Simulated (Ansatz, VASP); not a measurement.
Two plane-wave programs on Ta3AsAu2O13

```xyz
19
Lattice="5.3784 0.0000 0.0000 -2.6892 4.6578 0.0000 0.0000 0.0000 9.4496" Properties=species:S:1:pos:R:3 pbc="T T T"
Ta    0.0000    0.0000    1.8340
Ta    0.0000    0.0000    7.6156
Ta    2.6892    1.5526    0.0000
As    0.0000    0.0000    4.7248
Au    0.0000    3.1052    2.5918
Au    0.0000    3.1052    6.8577
O     0.0000    0.0000    0.0000
O    -1.3240    4.5241    3.4398
O    -0.5668    1.2491    3.4398
O     1.8908    3.5424    3.4398
O    -1.3240    4.5241    6.0097
O    -0.5668    1.2491    6.0097
O     1.8908    3.5424    6.0097
O     1.1692    1.5569    8.1119
O     3.4455    0.2341    8.1119
O     3.4529    2.8668    8.1119
O     1.1692    1.5569    1.3377
O     3.4455    0.2341    1.3377
O     3.4529    2.8668    1.3377
```

Change from the starting cell: volume scaled by 0.96.

Alike in both runs: task single point; functional PBE; k mesh 6 × 6 × 3; occupations fermi-dirac, width 0.05 eV; no spin polarisation.

|  | VASP | Ansatz |
| --- | --- | --- |
| version | VASP 6.6.1 | Ansatz 0.2.0 |
| potentials or method | VASP PAW PBE potentials, release 64 (Ta_pv, As, Au, O) | Ansatz PAW |
| plane-wave cutoff (eV) | 520 | 420 |
| valence electrons in the cell | 138 | 170 |

Ansatz gave:

```
gap on the k mesh at the Fermi level (eV)       : none
pressure (GPa)                                  : 8.2
largest component of the traceless stress (GPa) : 1.44
rms of the force components (eV/Å)              : 0.243
```

**Question.** Which values does VASP return?

**Answer.** gap on the k mesh at the Fermi level (eV): none; pressure (GPa): 8.9; largest component of the traceless stress (GPa): 1.86; rms of the force components (eV/Å): 0.275.

Atom by atom the forces differ by 0.036 eV/Å (rms over components). A gap of «none» marks a metal or a gap that the smearing closes. The two sets of potentials don't hold the same shells in valence.

Caveats: the pressure holds a Pulay correction of +0.7 GPa for the finite cutoff (Ansatz). Spin-orbit coupling is left out, which matters for the levels of Au, Ta.
